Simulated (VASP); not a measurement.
A cell of AuZn (CsCl type) near equilibrium:

```
CELL_PARAMETERS angstrom
      3.14732     0.00000     0.00000
      0.00000     3.14732     0.00000
      0.00000     0.00000     3.14732
ATOMIC_POSITIONS crystal
  Zn 0.50000 0.50000 0.50000
  Au 0.00000 0.00000 0.00000
```

The numbers are results of r2SCAN meta-GGA, VASP's PBE PAW potentials (set 64) (plane waves; VASP), not measurements.

| run | ΔE (meV/atom) | σxx | σyy | σzz | largest shear component, with its sign (GPa) | largest force (eV/Å) |
|---|---|---|---|---|---|---|
| as it is | 0.0 | 0.37 | 0.37 | 0.37 | 0.00 | 0.000 |
| after one change | 0.6 | 0.49 | 0.37 | 0.37 | 0.00 | 0.089 |
Stress is in GPa, positive when the cell is compressed.

**Question.** Which change was made?
A. atom 1 (Zn) moved by 0.025 Å along x
B. atom 2 (Au) moved by -0.200 Å along y
C. uniaxial strain of -3.0 % along x
D. biaxial strain of +2.0 % in the yz plane

**Answer.** A, atom 1 (Zn) moved by 0.025 Å along x

The compound is AuZn in the CsCl type structure. The electron count is odd and the run is not spin-polarised, which forces a metal.
